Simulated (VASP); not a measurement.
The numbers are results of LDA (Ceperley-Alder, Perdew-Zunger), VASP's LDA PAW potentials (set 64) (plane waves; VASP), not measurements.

VASP input:

### INCAR
```
LVHAR  =  .TRUE.
LMAXMIX  =  4
SYSTEM  =  Bi2Se3 monolayer
ENCUT  =  400   # plane-wave cut-off (eV)
PREC  =  Normal
NELMIN  =  4
EDIFF  =  1E-6   # SCF stop (eV)
LCHARG  =  .FALSE.
LASPH  =  .TRUE.
SIGMA  =  0.05   # width (eV)
NELM  =  100   # most electronic steps
LWAVE  =  .FALSE.
LREAL  =  .FALSE.   # projection in real space or not
ISMEAR  =  0
ALGO  =  Normal   # blocked Davidson
LORBIT  =  11
```

**KPOINTS**
```
Automatic mesh
0
Gamma
12 12 1
0 0 0
```

### POSCAR
```
Bi2Se3 monolayer
1.0
  4.0788957713   0.0000000000   0.0000000000
 -2.0394478856   3.5324271901   0.0000000000
  0.0000000000   0.0000000000  22.7252643847
Bi Se
2 3
direct
  0.3333330000   0.6666670000   0.4160154130
  0.0000000000   0.0000000000   0.5839845870
  0.0000000000   0.0000000000   0.3474366176
  0.6666670000   0.3333330000   0.5000000000
  0.3333330000   0.6666670000   0.6525633824
```

POTCAR, in this order: Bi_d Se (LDA.64 set). Program: vasp_std. Read from the step before: WAVECAR.

**Question.** Predict the energy per atom (σ→0).

**Answer.** 
```
Property                        Value
---------------------  --------------
energy per atom (σ→0)  -4.637 eV/atom
```

File OSZICAR:
```
       N       E                     dE             d eps       ncg     rms          rms(c)
DAV:   1    -0.231857132680E+02   -0.23186E+02   -0.75001E-03  1080   0.123E+00    0.106E-02
DAV:   2    -0.231857047037E+02    0.85643E-05   -0.25880E-05  1336   0.467E-02    0.377E-03
DAV:   3    -0.231857048018E+02   -0.98058E-07   -0.78628E-06  1100   0.112E-02    0.279E-03
DAV:   4    -0.231857052784E+02   -0.47658E-06   -0.75607E-07   720   0.644E-03
   1 F= -.23185705E+02 E0= -.23185705E+02  d E =-.567190E-11
```

The cell is a sheet with vacuum, built from Bi2Se3 (tetradymite).
